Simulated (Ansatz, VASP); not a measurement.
# ZrOs in VASP and in Ansatz

```
CELL_PARAMETERS angstrom
3.22604 0.00000 0.00000
0.00000 3.22604 0.00000
0.00000 0.00000 3.22604
ATOMIC_POSITIONS crystal
Zr 0.50000 0.50000 0.50000
Os 0.00000 0.00000 0.00000
```

Alike in both runs: functional LDA; k mesh 14 × 14 × 14; occupations fermi-dirac, width 0.15 eV; no spin polarisation.

Ansatz relaxed the structure, and its values are those at the end. VASP's run is a single point on that final structure, the one shown.

|  | VASP | Ansatz |
| --- | --- | --- |
| version | VASP 6.6.1 | Ansatz 0.2.0 |
| potentials or method | VASP PAW LDA potentials, release 64 (Zr_sv, Os) | scalar-relativistic, plane waves, PAW |
| plane-wave cutoff (eV) | 520 | 420 |
| valence electrons in the cell | 20 | 28 |

```tsv
	VASP	Ansatz	Ansatz less VASP
gap on the k mesh at the Fermi level (eV)	none	none	-
pressure (GPa)	0.4	0.0	-0.42
```

A gap of «none» marks a metal or a gap that the smearing closes. The two sets of potentials don't hold the same shells in valence.

Spin-orbit coupling is left out, which matters for the levels of Os.
